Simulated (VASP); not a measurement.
Data:

```yaml
crystal:
  lattice:
    - [3.89640, 0.00000, 0.00000]
    - [0.00000, 3.89640, 0.00000]
    - [0.00000, 0.00000, 3.89640]
  atoms:
    - { symbol: Sr, position: [0.00000, 0.00000, 0.00000] }
    - { symbol: Ti, position: [0.50000, 0.50000, 0.50000] }
    - { symbol: O, position: [0.50000, 0.00000, 0.50000] }
    - { symbol: O, position: [0.00000, 0.50000, 0.50000] }
    - { symbol: O, position: [0.50000, 0.50000, 0.00000] }
```

These are PBEsol GGA, VASP's PBE PAW potentials (set 64) (plane waves; VASP 6.6.1) values and carry that method's errors. Settings: 520 eV cut-off, 5×5×5 Γ-centred mesh, Gaussian smearing of 0.050 eV, potentials Sr_sv Ti_sv O.

Q: Predict the energy per atom (σ→0).

A: 
```yaml
energy per atom (σ→0): -8.403 eV/atom
```

The absolute energy has meaning only against runs of the same code, potentials and settings.

The compound is SrTiO3 in the cubic perovskite structure, the ideal cubic form; the compound distorts at low or room temperature. It was relaxed first. The start is the result of an earlier pass.
